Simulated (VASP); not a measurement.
# SrTiC2 (P4/mmm) in VASP: reference runs

Reference runs on SrTiC2: the cell as given.

Program: VASP 6.6.1. These are calculated values, not measurements. Logs are shortened: lines on timing, memory, paths and dates and some standing lists are left out, and cuts for length are marked.

## (1) The structure

The structure is tetragonal, space group P4/mmm (No. 123). The conventional cell has a = 3.693 Å, b = 3.693 Å, c = 5.008 Å, α = 90.00°, β = 90.00°, γ = 90.00°. Sr (site symmetry 4/mmm) has 6 C at 2.50 to 2.61 Å as nearest neighbours. Ti (site symmetry 4/mmm) is surrounded by 6 C at 2.50 to 2.61 Å. C (site symmetry 4/mmm) is surrounded by 2 Ti at 2.50 Å and 4 Sr at 2.61 Å. Around C (site symmetry 4/mmm) lie 2 Sr at 2.50 Å and 4 Ti at 2.61 Å.

The cell was built by a generator and needn't be a form met in nature.

## (2) Single point, PBE

INCAR reads:

```
PREC = Accurate
ENCUT = 520
EDIFF = 1E-7
ISMEAR = -1
SIGMA = 0.05
LREAL = False
LASPH = True
NELM = 80
ALGO = Normal
ISIF = 2
LWAVE = False
LCHARG = False
GGA = PE
NBANDS = 23
```

KPOINTS reads:

```
Automatic mesh
0
Gamma
  7 7 6
```

POSCAR reads:

```
SrTiC2
1.0
    3.6930810400      0.0000000000      0.0000000000
    0.0000000000      3.6930810400      0.0000000000
    0.0000000000      0.0000000000      5.0075477400
Sr Ti C
1 1 2
Direct
    0.5000000000      0.5000000000      0.5000000000
    0.0000000000      0.0000000000      0.0000000000
    0.0000000000      0.0000000000      0.5000000000
    0.5000000000      0.5000000000      0.0000000000
```

Potentials or basis: VASP PAW PBE potentials, release 64 (Sr_sv, Ti_sv, C).

The run is started by

```bash
$ cat potpaw_PBE.64/Sr_sv/POTCAR potpaw_PBE.64/Ti_sv/POTCAR potpaw_PBE.64/C/POTCAR > POTCAR
$ mpirun -np 1 vasp_std > vasp.out
```

OUTCAR:

```text
PREC = Accurate
   ENCUT = 520
   EDIFF = 1E-7
   ISMEAR = -1
   LREAL = False
   LASPH = True
   NELM = 80
   ISIF = 2
   GGA = PE

 ion  position               nearest neighbor table
   1  0.500  0.500  0.500-   4 2.50   4 2.50   3 2.61   3 2.61   3 2.61   3 2.61   2 3.62   2 3.62
                             2 3.62   2 3.62   2 3.62   2 3.62   2 3.62   2 3.62
   2  0.000  0.000  0.000-   1 3.62   1 3.62   1 3.62   1 3.62   1 3.62   1 3.62   1 3.62   1 3.62

   3  0.000  0.000  0.500-   1 2.61   1 2.61   1 2.61   1 2.61
   4  0.500  0.500  0.000-   1 2.50   1 2.50

  LATTYP: Found a simple tetragonal cell.
 ALAT       =     3.6930810400
 C/A-ratio  =     1.3559268496

  Lattice vectors:

 A1 = (   3.6930810400,   0.0000000000,   0.0000000000)
 A2 = (   0.0000000000,   3.6930810400,   0.0000000000)
 A3 = (   0.0000000000,   0.0000000000,   5.0075477400)

Analysis of symmetry for initial positions (statically):
=====================================================================
 Subroutine PRICEL returns:
 Original cell was already a primitive cell.

 Routine SETGRP: Setting up the symmetry group for a
 simple tetragonal supercell.

 Subroutine GETGRP returns: Found 16 space group operations
 (whereof 16 operations were pure point group operations)
 out of a pool of 16 trial point group operations.

The static configuration has the point symmetry D_4h.

Analysis of symmetry for dynamics (positions and initial velocities):
=====================================================================
 Subroutine PRICEL returns:
 Original cell was already a primitive cell.

 Routine SETGRP: Setting up the symmetry group for a
 simple tetragonal supercell.

 Subroutine GETGRP returns: Found 16 space group operations
 (whereof 16 operations were pure point group operations)
 out of a pool of 16 trial point group operations.

The dynamic configuration has the point symmetry D_4h.

 Subroutine INISYM returns: Found 16 space group operations
 (whereof 16 operations are pure point group operations),
 and found     1 'primitive' translations

----------------------------------------------------------------------------------------

                                     Primitive cell

  volume of cell :      68.2972

  direct lattice vectors                    reciprocal lattice vectors
     3.693081040  0.000000000  0.000000000     0.270776620  0.000000000  0.000000000
     0.000000000  3.693081040  0.000000000     0.000000000  0.270776620  0.000000000
     0.000000000  0.000000000  5.007547740     0.000000000  0.000000000  0.199698545

  length of vectors
     3.693081040  3.693081040  5.007547740     0.270776620  0.270776620  0.199698545

  position of ions in fractional coordinates (direct lattice)
     0.500000000  0.500000000  0.500000000
     0.000000000  0.000000000  0.000000000
     0.000000000  0.000000000  0.500000000
     0.500000000  0.500000000  0.000000000

  ion indices of the primitive-cell ions
   primitive index   ion index
                 1           1
                 2           2
                 3           3
                 4           4

----------------------------------------------------------------------------------------

 KPOINTS: Automatic mesh

Automatic generation of k-mesh.
 Grid dimensions read from file:
 generate k-points for:    7    7    6

 Generating k-lattice:

  Cartesian coordinates                     Fractional coordinates (reciprocal lattice)
     0.038682374  0.000000000  0.000000000     0.142857143  0.000000000  0.000000000
     0.000000000  0.038682374  0.000000000     0.000000000  0.142857143  0.000000000
     0.000000000  0.000000000  0.033283091     0.000000000  0.000000000  0.166666667

  Length of vectors
     0.038682374  0.038682374  0.033283091

  Shift w.r.t. Gamma in fractional coordinates (k-lattice)
     0.000000000  0.000000000  0.000000000

 Subroutine IBZKPT returns following result:
 ===========================================

 Found     40 irreducible k-points:

 Following reciprocal coordinates:
            Coordinates               Weight
  0.000000  0.000000  0.000000      1.000000
  0.142857  0.000000  0.000000      4.000000
  0.285714  0.000000  0.000000      4.000000
  0.428571  0.000000  0.000000      4.000000
  0.142857  0.142857  0.000000      4.000000
  0.285714  0.142857  0.000000      8.000000
[... 16 lines left out ...]
  0.285714  0.000000  0.333333      8.000000
  0.428571  0.000000  0.333333      8.000000
 [... further k-points ...]
   k-points           NKPTS =     40   k-points in BZ     NKDIM =     40   number of bands    NBANDS=     23
   number of dos      NEDOS =    301   number of ions     NIONS =      4
   total plane-waves  NPLWV =  31360
   dimension x,y,z NGX =    28 NGY =   28 NGZ =   40
   dimension x,y,z NGXF=    56 NGYF=   56 NGZF=   80
   ions per type =               1   1   2
   NGX,Y,Z   is equivalent  to a cutoff of  12.60, 12.60, 13.28 a.u.
   NGXF,Y,Z  is equivalent  to a cutoff of  25.21, 25.21, 26.56 a.u.
 SYSTEM =  unknown system
   PREC   = accura    normal or accurate (medium, high low for compatibility)
   ISTART =      0    job   : 0-new  1-cont  2-samecut
   ICHARG =      2    charge: 1-file 2-atom 10-const
   ISPIN  =      1    spin polarized calculation?
   LNONCOLLINEAR =      F non collinear calculations
   LSORBIT =      F    spin-orbit coupling
   LASPH  =      T    aspherical Exc in radial PAW
   ENCUT  =  520.0 eV  38.22 Ry    6.18 a.u.   6.87  6.87  9.31*2*pi/ulx,y,z
   NELM   =     80;   NELMIN=  2; NELMDL= -5     # of ELM steps
   EDIFF  = 0.1E-06   stopping-criterion for ELM
   LREAL  =      F    real-space projection
   EDIFFG = 0.1E-05   stopping-criterion for IOM
   NSW    =      0    number of steps for IOM
   IBRION =     -1    ionic relax: 0-MD 1-quasi-New 2-CG
   NFREE  =      0    steps in history (QN), initial steepest desc. (CG)
   ISIF   =      2    stress and relaxation
   ISYM   =      2    0-nonsym 1-usesym 2-fastsym
   POTIM  = 0.5000    time-step for ionic-motion
   TEBEG  =    0.0;   TEEND  =   0.0 temperature during run
   PSTRESS=    0.0 pullay stress
   NELECT =      30.0000    total number of electrons
   NUPDOWN=      -1.0000    fix difference up-down
   EMIN   =  10.00;   EMAX   =-10.00  energy-range for DOS
   EFERMI =   0.00;   METHOD = LEGACY
   ISMEAR =    -1;   SIGMA  =   0.05  broadening in eV -4-tet -1-fermi 0-gaus
   EFERMI_NEDOS =   21; number of points for ismear=-14 and -15
   IALGO  =     38    algorithm
   IMIX   =      4    mixing-type and parameters
     AMIX     =   0.40;   BMIX     =  1.00
     AMIX_MAG =   1.60;   BMIX_MAG =  1.00
  volume/ion in A,a.u.               =      17.07       115.22
  Fermi-wavevector in a.u.,A,eV,Ry     =   1.244460  2.351689 21.071085  1.548681
  Thomas-Fermi vector in A             =   2.378726
   LORBIT       =      0    0 simple, 1 ext, 2 COOP (PROOUT), +10 PAW based schemes
   GGA     = PE    functional components
   LHFCALC =     F    Hartree Fock is set to
   AEXX    =    0.0000 exact exchange contribution
   IVDW    =     0    specifies the selected vdW correction
   LEPSILON=     F    determine dielectric tensor
   LRPA    =     F    only Hartree local field effects (RPA)
 non-spin polarized calculation
  energy-cutoff  :      520.00
  volume of cell :       68.30
 maximum number of plane-waves:      1858
 NGX is ok and might be reduce to    28
   NGX = 13   NGY = 13   NGZ = 19

 number of electron      29.9999992 magnetization

 Free energy of the ion-electron system (eV)
  ---------------------------------------------------
  ext. energy  EPLUGINS =         0.00000000
  ---------------------------------------------------
  free energy    TOTEN  =       -23.72422397 eV

  energy without entropy =      -23.68534914  energy(sigma->0) =      -23.70478656

 E-fermi :   3.4732     XC(G=0): -10.2828

 val. band max:        3.4718447963   @ k =   0.1429   0.1429   0.5000
 cond. band min:       3.4826872665   @ k =   0.4286   0.2857   0.3333
 fundamental gap:      0.0108424702
 Fermi energy:         3.4731975326

 k-point     1 :       0.0000    0.0000    0.0000
  band No.  band energies     occupation
      1     -53.9110      2.00000
      2     -30.1054      2.00000
      3     -30.1054      2.00000
      4     -30.0209      2.00000
      5     -29.2443      2.00000
      6     -11.6167      2.00000
[... 15 lines left out ...]
     22       7.2263      0.00000
     23       8.3234      0.00000

 k-point     2 :       0.1429    0.0000    0.0000
  band No.  band energies     occupation
      1     -53.9107      2.00000
      2     -30.1111      2.00000
      3     -30.1049      2.00000
      4     -30.0204      2.00000
      5     -29.2364      2.00000
      6     -11.6041      2.00000
[... 15 lines left out ...]
     22       7.8173      0.00000
     23       8.9204      0.00000

 k-point     3 :       0.2857    0.0000    0.0000
  band No.  band energies     occupation
      1     -53.9100      2.00000
      2     -30.1237      2.00000
      3     -30.1036      2.00000
      4     -30.0194      2.00000
      5     -29.2185      2.00000
      6     -11.7408      2.00000
[... 15 lines left out ...]
     22       9.1947      0.00000
     23      10.0447      0.00000
[... 495 lines left out ...]
 k-point    23 :       0.2857    0.0000    0.3333
  band No.  band energies     occupation
      1     -53.9100      2.00000
      2     -30.1228      2.00000
      3     -30.1035      2.00000
      4     -30.0211      2.00000
      5     -29.2173      2.00000
      6     -11.7302      2.00000
[... 15 lines left out ...]
     22       9.0287      0.00000
     23       9.8220      0.00000

 k-point    24 :       0.4286    0.0000    0.3333
  band No.  band energies     occupation
      1     -53.9095      2.00000
      2     -30.1325      2.00000
      3     -30.1025      2.00000
      4     -30.0193      2.00000
      5     -29.2046      2.00000
      6     -11.9571      2.00000
[... 15 lines left out ...]
     22       9.6897      0.00000
     23      10.2776      0.00000

 [... further k-points ...]

------------------------ aborting loop because EDIFF is reached ----------------------------------------

  FORCE on cell =-STRESS in cart. coord.  units (eV):
  Direction    XX          YY          ZZ          XY          YZ          ZX
  --------------------------------------------------------------------------------------
  -------------------------------------------------------------------------------------
  Total       -5.4450542     -5.4450542     -5.0933862      0.0000000     -0.0000000      0.0000000
  in kB     -127.7350310   -127.7350310   -119.4852823      0.0000000     -0.0000000      0.0000000
  external PRESSURE =    -124.9851147 kB  Pullay stress =       0.0000000 kB

 VOLUME and BASIS-vectors are now :
 -----------------------------------------------------------------------------
  energy-cutoff  :      520.00
  volume of cell :       68.30
      direct lattice vectors                 reciprocal lattice vectors
     3.693081040  0.000000000  0.000000000     0.270776620  0.000000000  0.000000000
     0.000000000  3.693081040  0.000000000     0.000000000  0.270776620  0.000000000
     0.000000000  0.000000000  5.007547740     0.000000000  0.000000000  0.199698545

 POSITION                                       TOTAL-FORCE (eV/Angst)
 -----------------------------------------------------------------------------------
      1.84654      1.84654      2.50377         0.000000      0.000000      0.000000
      0.00000      0.00000      0.00000         0.000000      0.000000      0.000000
      0.00000      0.00000      2.50377         0.000000      0.000000      0.000000
      1.84654      1.84654      0.00000         0.000000      0.000000      0.000000
 -----------------------------------------------------------------------------------
    total drift:                               -0.000000      0.000000      0.000000

  FREE ENERGIE OF THE ION-ELECTRON SYSTEM (eV)
  ---------------------------------------------------
  free  energy   TOTEN  =       -23.7242239685 eV

  energy  without entropy=      -23.6853491418  energy(sigma->0) =      -23.70478656
```

Wall time 51 s (1 thread of Intel Xeon 6975P-C (Granite Rapids), shared host); peak memory 0.21 GiB.

Results:

| Quantity | Value |
| --- | --- |
| Free energy | -23.7242 eV |
| Pressure | -12.5 GPa |
| Band gap on the k mesh | none (metal or under the smearing width) |
